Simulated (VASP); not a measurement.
Crystal: Li.

```
CELL_PARAMETERS angstrom
-1.75465 1.75465 1.75465
1.75465 -1.75465 1.75465
1.75465 1.75465 -1.75465
ATOMIC_POSITIONS crystal
Li 0.00000 0.00000 0.00000
```

```yaml
Program: VASP 6.6.1
Task: relaxation of cell and atoms
Functional: LDA
Potentials_or_basis: VASP PAW LDA potentials, release 64 (Li_sv)
Cutoff: 600 eV
k_mesh: 18 × 18 × 18
Occupations: methfessel-paxton, width 0.1 eV
Spin: no spin polarisation
```

At the start: pressure -1.7 GPa; volume 21.61 Å³/atom.

Problem. Where does the relaxation end?

Solution. Over 4 steps the energy falls by 16.9 meV/atom and the volume is 18.68 Å³/atom (-13.6 %); space group Im-3m (No. 229, to 0.05 Å).

The path:
```csv
step,energy change (eV),largest force (eV/Å),pressure (GPa),volume (Å³)
1,0.0000,0.0000,-1.68,21.61
2,-0.0067,0.0000,-1.39,20.91
3,-0.0163,0.0000,-0.38,19.23
4,-0.0169,0.0000,0.05,18.68
```

Final structure:
```
CELL_PARAMETERS angstrom
-1.67150 1.67150 1.67150
1.67150 -1.67150 1.67150
1.67150 1.67150 -1.67150
ATOMIC_POSITIONS crystal
Li 0.00000 0.00000 0.00000
```

Caveat: the cutoff is under 1.25 times the usual one of these potentials, so pressure, stress and relaxed cells hold a basis-set (Pulay) error; the volume moved by -14 % from the deposited cell, more than functionals usually miss.
